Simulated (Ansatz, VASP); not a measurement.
## One calculation of MgBe2S3, two programs

```
Mg Be S
1.0
     3.34545    0.00000    0.00000
     0.00000    3.34545    0.00000
     0.00000    0.00000   11.18494
Mg Be S
1 2 3
Direct
  0.00000 0.00000 0.00000
  0.00000 0.50000 0.57109
  0.50000 0.00000 0.42891
  0.50000 0.50000 0.00000
  0.00000 0.50000 0.38658
  0.50000 0.00000 0.61342
```

Change from the starting cell: species swapped into the Zr2CuSb3 type (P-4m2, No. 115).

Alike in both runs: functional PBE; k mesh 6 × 6 × 2; occupations gaussian, width 0.1 eV; no spin polarisation.

Ansatz relaxed the structure, and its values are those at the end. VASP's run is a single point on that final structure, the one shown.

```csv
,VASP,Ansatz
version,VASP 6.6.1,Ansatz 0.2.0
potentials or method,"VASP PAW PBE potentials, release 64 (Mg, Be, S)","scalar-relativistic, plane waves, PAW"
plane-wave cutoff (eV),520,420
valence electrons in the cell,24,32
```

```csv
,VASP,Ansatz,Ansatz less VASP
gap on the k mesh at the Fermi level (eV),1.02,1.01,-0.012
least direct gap on the mesh (eV),1.10,1.08,-0.022
pressure (GPa),-0.1,0.0,+0.07
rms of the force components (eV/Å),0.006,0.007,+0.0013
```

With one functional, cell and mesh, what is left measures potentials, basis and numerics. The two sets of potentials don't hold the same shells in valence.

A k mesh can miss the band edges.
